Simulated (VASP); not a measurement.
Data:

```yaml
crystal:
  lattice:
    - [2.99000, 0.00000, 0.00000]
    - [0.00000, 2.99000, 0.00000]
    - [0.00000, 0.00000, 2.99000]
  atoms:
    - { symbol: Al, position: [0.50000, 0.50000, 0.50000] }
    - { symbol: Ru, position: [0.00000, 0.00000, 0.00000] }
```

The numbers are results of PBE GGA, VASP's PBE PAW potentials (set 64) (plane waves; VASP), not measurements. Run with 400 eV cut-off, 3×3×3 Γ-centred mesh, first-order Methfessel-Paxton smearing of 0.10 eV, potentials Al Ru_pv.

### Question
Give the stress tensor in GPa (positive for a compressed cell).

### Answer

```
3.89  0.00  0.00
0.00  3.89  0.00
0.00  0.00  3.89
```
The pressure is its mean diagonal, 3.89 GPa.

The compound is RuAl in the CsCl type structure. The cell was not relaxed at this level. The k-mesh is coarse (spacing up to 0.70 per Å, 2π included), so the numbers may not be converged in it. The run is one of a series of settings (KPOINTS 3×3×3 Γ-centred mesh against the base run), some of them coarse on purpose. The electron count is odd and the run is not spin-polarised, which forces a metal.
